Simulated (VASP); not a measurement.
An input for Ansatz (written as the equivalent of a VASP run, and not itself run):

Ansatz 0.2 input:
```yaml
crystal:
  lattice:
    - [0.0000000, 2.5619785, 2.5619785]
    - [2.5619785, 0.0000000, 2.5619785]
    - [2.5619785, 2.5619785, 0.0000000]
  atoms:
    - { symbol: Hf, position: [0.0000000, 0.0000000, 0.0000000] }
    - { symbol: O, position: [0.2500000, 0.2500000, 0.2500000] }
    - { symbol: O, position: [0.7500000, 0.7500000, 0.7500000] }
kpoints:
  mp_grid: { grid: [8, 8, 8] }
hamiltonian:
  xc: r2scan
  dispersion: rvv10
  pseudopotentials: { kind: paw }
scf:
  occupations: { method: gaussian, width: 0.05 }
  max_iter: 100
output: { forces: true, stress: true, eigenvalues: true }
```

### Question
Write the VASP files for the same calculation (r2SCAN+rVV10).

### Answer
One answer among several that fit: 
### POSCAR
```
HfO2
2.5619780
  0.0000000000   1.0000001889   1.0000001889
  1.0000001889   0.0000000000   1.0000001889
  1.0000001889   1.0000001889   0.0000000000
Hf O
1 2
direct
  0.0000000000   0.0000000000   0.0000000000
  0.2500000000   0.2500000000   0.2500000000
  0.7500000000   0.7500000000   0.7500000000
```

INCAR:
```
# general
SYSTEM    =  HfO2
PREC      =  Accurate
ENCUT     =  520
LREAL     =  .False.
LASPH     =  .True.

# electronic loop
EDIFF     =  1E-7
NELM      =  100
ALGO      =  Normal
LMAXMIX   =  6
LMIXTAU   =  .True.

# smearing
ISMEAR    =  0
SIGMA     =  0.05

# functional
METAGGA   =  R2SCAN
LUSE_VDW  =  .True.
BPARAM    =  11.95
CPARAM    =  0.0093

# ions
ISIF      =  2

# output
LWAVE     =  .False.
LCHARG    =  .False.
```

**KPOINTS**
```
K-points
0
G
 8 8 8
0 0 0
```

POTCAR, in this order: Hf_pv O (PBE.64 set). Program: vasp_std.

The two are equivalent in intent, not identical: each code has its own PAW files, so the cut-off isn't converted (ENCUT is set for VASP's; basis.ecutwfc is left out, and Ansatz then takes the one that its files recommend); Ansatz stops its SCF on the density residual and VASP on the energy change (EDIFF).

The compound is HfO2 in the fluorite structure, the high-temperature cubic form, which is unstable at 0 K; the monoclinic form is the stable one. This cell is one point of a volume scan, at 1.06 of the reference volume.
